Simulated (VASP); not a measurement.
Wanted: the native input for a VASP 6.6.1 run.

```
Task                   : relaxation of cell and atoms
Functional             : PBE
Potentials or basis    : VASP PAW PBE potentials, release 64 (Ag, Rh_pv)
Cutoff                 : 600 eV
k mesh                 : 10 × 10 × 6
Occupations            : fermi-dirac, width 0.05 eV
Spin                   : no spin polarisation
Ladder                 : gaps
Further INCAR settings : ALGO = Normal; EDIFF = 1e-06; IBRION = 2; EDIFFG = -0.01; NSW = 60; ISIF = 3
```

The structure of AgRh lies in POSCAR:

```
AgRh
1.0
    2.7775881998      0.0000000000      0.0000000000
   -1.3887940999      2.4054619423      0.0000000000
    0.0000000000      0.0000000000      4.8086020000
Ag Rh
1 1
Direct
    0.0000000000      0.0000000000      0.5000000000
    0.6666666667      0.3333333333      0.0000000000
```

The cell comes from a database or a generator and needn't be the stable form of this composition.

These files were run (other wordings do the same):

INCAR

```
SYSTEM = AgRh
  ALGO = Normal
  EDIFF = 1E-6
  EDIFFG = -0.01
  ENCUT = 600
  GGA = PE
  IBRION = 2
  ISIF = 3
  ISMEAR = -1
  LASPH = .TRUE.
  LCHARG = .FALSE.
  LREAL = .FALSE.
  LWAVE = .FALSE.
  NELM = 100
  NSW = 60
  PREC = Accurate
  SIGMA = 0.05
```

KPOINTS

```
k-points
0
G
  10 10 6
  0 0 0
```

Potentials or basis: VASP PAW PBE potentials, release 64 (Ag, Rh_pv).

Launch:

```bash
$ cat potpaw_PBE.64/Ag/POTCAR potpaw_PBE.64/Rh_pv/POTCAR > POTCAR
$ mpirun -np 1 vasp_std > vasp.out
```

It gave:

* Relaxed volume: 15.82 Å³/atom
* Relaxed cell: a = 2.769 Å, b = 2.769 Å, c = 4.762 Å, α = 90.00°, β = 90.00°, γ = 120.00°
* Space group after relaxing (to 0.05 Å): P-6m2 (No. 187)
* Energy gained by relaxing: 1.9 meV/atom
* Ionic steps: 6
* Pressure after relaxing: 0.1 GPa
* Band gap on the k mesh: none (metal or under the smearing width)

Wall time 84 s on 1 thread of Intel(R) Xeon(R) Platinum 8488C (Sapphire Rapids), on a shared host, peak memory 0.19 GiB.
